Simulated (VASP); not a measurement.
A run of VASP 6.6.1:

The input INCAR:

```
SYSTEM = Pt
ALGO     = Normal         ! electronic algorithm
DIPOL    = 0.5 0.5 0.294
EDIFF    = 1E-7           ! SCF threshold, eV
ENCUT    = 520            ! plane-wave cutoff, eV
GGA      = PE             ! functional
IDIPOL   = 3            
ISIF     = 2              ! what is computed and relaxed
ISMEAR   = -1             ! smearing method
LASPH    = .TRUE.         ! aspherical terms in the spheres
LCHARG   = .FALSE.        ! write CHGCAR
LDAU     = .TRUE.         ! DFT+U
LDAUJ    = 0            
LDAUL    = 2              ! shell
LDAUPRINT= 1            
LDAUTYPE = 2            
LDAUU    = 5              ! U, eV
LDIPOL   = .TRUE.       
LMAXMIX  = 4              ! l up to which the mixer works
LREAL    = .FALSE.        ! projectors in reciprocal space
LWAVE    = .FALSE.        ! write WAVECAR
NELM     = 100            ! most SCF steps
PREC     = Accurate       ! precision mode
SIGMA    = 0.05           ! smearing width, eV
```

KPOINTS

```
k-points
0
G
  10 10 1
  0 0 0
```

File POSCAR:

```
Pt
1.0
    2.5230800000      0.0000000000      0.0000000000
    0.0000000000      2.5230800000      0.0000000000
    0.0000000000      0.0000000000     23.8000000000
Pt
1
Direct
    0.0000000000      0.0000000000      0.2941200000
```

Potentials or basis: VASP PAW PBE potentials, release 64 (Pt).

Run with:

```sh
$ cat potpaw_PBE.64/Pt/POTCAR > POTCAR
$ mpirun -np 1 vasp_std > vasp.out
```

Hardware: 1 thread of AMD EPYC 7R43 64-Core Processor (Zen 3) (shared host).

Problem. Estimate the wall time of this run.

Solution. Run time: 80 s on 1 thread of AMD EPYC 7R43 64-Core Processor (Zen 3), on a shared host, peak memory 0.21 GiB. Counts: scf iterations 47, k points 21.
